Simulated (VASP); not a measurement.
# Bi2Te3 (Tellurobismuthite): cell size and functional, part 3 of 3

Aim: relax Bi2Te3 (Tellurobismuthite) at several levels of theory and compare the cells. The starting structure is a measured crystal structure from the Crystallography Open Database. The first relaxation on each setting starts from this cell expanded by 3 % in volume.

VASP 6.6.1.

Results so far: PBEsol 33.55 Å³ an atom; LDA 32.73 Å³ an atom; PBE 36.36 Å³ an atom; PBEsol + D3(BJ) 31.85 Å³ an atom; r2SCAN 36.30 Å³ an atom; r2SCAN + rVV10 35.11 Å³ an atom.

### 8. Relaxation with optB86b-vdW (continued)

Level of this step: optB86b-vdW; plane waves and PAW (Bi_d, Te) (VASP).

OUTCAR, selected parts (step 8):

```text
  Total       -0.0027431     -0.0027431     -0.0015754      0.0000000      0.0000000     -0.0000000
  in kB       -0.0254030     -0.0254030     -0.0145894      0.0000000      0.0000000     -0.0000000
  external PRESSURE =      -0.0217984 kB  Pullay stress =       0.0000000 kB

 POSITION                                       TOTAL-FORCE (eV/Angst)
 -----------------------------------------------------------------------------------
      2.20726     -1.27436      8.21380         0.000000     -0.000000      0.001407
     -2.20726     -1.27436      2.03742        -0.000000      0.000000     -0.001407
      0.00000     -2.54873      3.77479         0.000000     -0.000000      0.001768
      0.00000     -0.00000      6.47643        -0.000000      0.000000     -0.001768
     -0.00000     -0.00000      0.00000        -0.000000      0.000000      0.000000
 -----------------------------------------------------------------------------------
    total drift:                               -0.000000      0.000000      0.000000

  FREE ENERGIE OF THE ION-ELECTRON SYSTEM (eV)
  ---------------------------------------------------
  free  energy   TOTEN  =        -6.4359721675 eV

  energy  without entropy=       -6.4359721675  energy(sigma->0) =       -6.43597217

[... 2 parts as in an earlier step ...]

[... 2 further parts left out ...]
[key lines of the parts left out:]
E-fermi :   5.9429
```

With optB86b-vdW the relaxed cell holds 34.602 Å³ an atom, +2.16 % against the measured cell, with a = 4.415 Å and c = 30.754 Å. That is +3.13 % from PBEsol.

### 9. Relaxation with AM05

AM05 is built from the electron gas and the surface model, and does well on lattice constants. This run starts from the cell of an earlier relaxation, which isn't shown; the restart sets up the plane waves anew.

INCAR

```
SYSTEM = Bi2Te3
PREC = Accurate
ENCUT = 450
EDIFF = 1E-06
NELM = 100
ISMEAR = 0
SIGMA = 0.03
LREAL = .FALSE.
ALGO = Normal
GGA = AM
NBANDS = 30
LORBIT = 11
LWAVE = .FALSE.
LCHARG = .FALSE.
KPAR = 8
IBRION = 2
NSW = 50
ISIF = 3
EDIFFG = -0.006
```

POSCAR

```
Bi2Te3
1.0
   -4.3860539491      0.0000000000      0.0000000000
    2.1930269746     -3.7984341423      0.0000000000
    2.1930269746      1.2661447141     10.2998898988
Bi Te
2 3
Direct
    0.2027159350      0.6013579675      0.8040739024
    0.7972840650      0.3986420325      0.1959260976
    0.5752548789      0.7876274395      0.3628823184
    0.4247451211      0.2123725605      0.6371176816
    0.0000000000      0.0000000000      0.0000000000
```

KPOINTS

```
Automatic mesh
0
Gamma
6 6 6
0 0 0
```

The projector-augmented-wave data sets are Bi_d and Te (PBE family, release 64).

The run is started by

```sh
mpirun -np 8 vasp_std
```

The log of the run:

```text
[... set-up lines as in an earlier step ...]
 entering main loop
       N       E                     dE             d eps       ncg     rms          rms(c)
DAV:   1     0.411794031883E+03    0.41179E+03   -0.20212E+04  1920   0.139E+03
DAV:   2     0.241080495978E+02   -0.38769E+03   -0.37555E+03  2068   0.370E+02
DAV:   3    -0.173374727515E+02   -0.41446E+02   -0.39589E+02  2414   0.136E+02
DAV:   4    -0.190201501928E+02   -0.16827E+01   -0.16708E+01  2234   0.297E+01
[...]
DAV:  12    -0.188184532261E+02   -0.82477E-05   -0.14435E-05  1832   0.195E-02    0.228E-02
DAV:  13    -0.188184566277E+02   -0.34016E-05   -0.10028E-05  1826   0.137E-02    0.634E-03
DAV:  14    -0.188184568423E+02   -0.21465E-06   -0.66895E-07  1188   0.529E-03
   1 F= -.18818457E+02 E0= -.18818457E+02  d E =-.188185E+02
[...]
reached required accuracy - stopping structural energy minimisation
```

Wall time 21 s (8 MPI ranks of AMD EPYC 9R14 (Zen 4), shared host); peak memory 2.6 GiB.

From OUTCAR (step 9):

```text
  Total        0.0058987      0.0058987      0.0040113     -0.0000000      0.0000000      0.0000000
  in kB        0.0550749      0.0550749      0.0374529     -0.0000000      0.0000000      0.0000000
  external PRESSURE =       0.0492009 kB  Pullay stress =       0.0000000 kB

 POSITION                                       TOTAL-FORCE (eV/Angst)
 -----------------------------------------------------------------------------------
      2.19303     -1.26614      8.28187        -0.000000      0.000000     -0.004319
     -2.19303     -1.26614      2.01802         0.000000     -0.000000      0.004319
      0.00000     -2.53229      3.73765        -0.000000      0.000000     -0.001571
     -0.00000      0.00000      6.56224         0.000000     -0.000000      0.001571
      0.00000      0.00000      0.00000        -0.000000      0.000000      0.000000
 -----------------------------------------------------------------------------------
    total drift:                               -0.000000      0.000000     -0.000000

  FREE ENERGIE OF THE ION-ELECTRON SYSTEM (eV)
  ---------------------------------------------------
  free  energy   TOTEN  =       -18.8184568423 eV

  energy  without entropy=      -18.8184568423  energy(sigma->0) =      -18.81845684

[... 2 parts as in an earlier step ...]

[... 2 further parts left out ...]
[key lines of the parts left out:]
E-fermi :   6.0784
```

With AM05 the relaxed cell holds 34.320 Å³ an atom, +1.32 % against the measured cell, with a = 4.386 Å and c = 30.900 Å. That is +2.28 % from PBEsol.

### 10. Comparison

```
          level  volume (Å³/atom)  against the measured cell (%)   a (Å)    c (Å)  pressure left (GPa)  core minutes
         PBEsol            33.554                          -0.94  4.3809  30.2811                  0.0          15.1
            LDA            32.729                          -3.37   4.355  29.8884                  0.0          24.6
            PBE            36.359                           7.35  4.4478  31.8334                  0.0          30.0
PBEsol + D3(BJ)            31.852                          -5.96  4.3152  29.6272                 0.01          24.9
         r2SCAN            36.299                           7.17  4.4171  32.2231                  0.0         110.0
 r2SCAN + rVV10            35.107                           3.65  4.3984  31.4319                 0.01         194.0
    optB86b-vdW            34.602                           2.16  4.4145  30.7537                  0.0         104.0
           AM05             34.32                           1.32  4.3861  30.8997                  0.0          31.5
```

Core minutes are wall time times ranks, summed over the relaxations behind a row (those for a bulk modulus apart), on shared hosts.

### 11. Results

| Quantity | Value |
| --- | --- |
| volume, PBEsol | 33.55 Å³/atom |
| volume, LDA | 32.73 Å³/atom |
| volume, PBE | 36.36 Å³/atom |
| volume, PBEsol + D3(BJ) | 31.85 Å³/atom |
| volume, r2SCAN | 36.30 Å³/atom |
| volume, r2SCAN + rVV10 | 35.11 Å³/atom |
| volume, optB86b-vdW | 34.60 Å³/atom |
| volume, AM05 | 34.32 Å³/atom |

What this shows: Across 8 levels the volume of Bi2Te3 (Tellurobismuthite) spans 14.2 %, from 31.85 Å³ an atom (PBEsol + D3(BJ)) to 36.36 Å³ (PBE). Against the measured volume of the starting structure, PBEsol comes nearest (-0.9 %) and PBE lies farthest (+7.3 %). The measured cell holds zero-point expansion and, unless it was taken cold, thermal expansion, which the runs lack, so small differences decide nothing. Adding D3(BJ) to PBEsol changes the volume by -5.1 %. Adding rVV10 to r2SCAN changes the volume by -3.3 %. LASPH is on in some of these runs and off in others, which adds a little to the differences. Spin-orbit coupling is left out of all runs, which can matter with elements this heavy. All runs keep the symmetry of the start, so they can't find a distortion of lower symmetry. Further runs on this material are not shown.

[Lines on the potential files, build, host, timing and source positions are cut from VASP's logs without a mark.]

[Logs are printed without paths, hosts, clocks, repeated set-up lines and the standing remarks that a program may print on its own settings, such as how far it seeks lower states.]

[Hosts, paths, dates, database ids (printed as entryN), source tags and the programs' standing remarks are cut or masked in the printed files.]
